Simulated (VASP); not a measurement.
```
BiGa3
1.0
    4.43378     0.00000     0.00000
    0.00000     4.43378     0.00000
    0.00000     0.00000     4.43378
Ga Bi
3 1
Direct
  0.00000   0.50000   0.50000
  0.50000   0.00000   0.50000
  0.50000   0.50000   0.00000
  0.00000   0.00000   0.00000
```

Level of theory: PBEsol GGA, VASP's PBE PAW potentials (set 64) (plane waves; VASP). Run with 400 eV cut-off, Gaussian smearing of 0.050 eV, potentials Ga_d Bi_d.

Give the energies of bands 22 to 31 at the high-symmetry points, in eV from the Fermi level.

| band | Γ | X | M | R |
|---|---|---|---|---|
| 22 | -6.01 | -8.73 | -7.00 | -5.15 |
| 23 | -3.30 | -4.34 | -7.00 | -5.15 |
| 24 | -3.30 | -2.38 | -6.45 | -5.15 |
| 25 | -3.30 | -1.71 | -0.27 | -4.76 |
| 26 | -2.96 | -1.71 | -0.09 | -4.76 |
| 27 | -2.96 | -0.36 | 0.36 | -4.76 |
| 28 | 3.30 | -0.36 | 0.36 | -3.54 |
| 29 | 3.30 | 0.36 | 1.32 | 7.48 |
| 30 | 3.30 | 0.95 | 1.54 | 7.48 |
| 31 | 3.77 | 5.05 | 1.54 | 7.49 |

It has no gap at this level: it comes out as a metal or semimetal.

The structure comes from a computed database's Ga3Bi entry (Pm-3m); how it stands against other phases isn't given here. It was relaxed first, which changed the volume by -6 %.
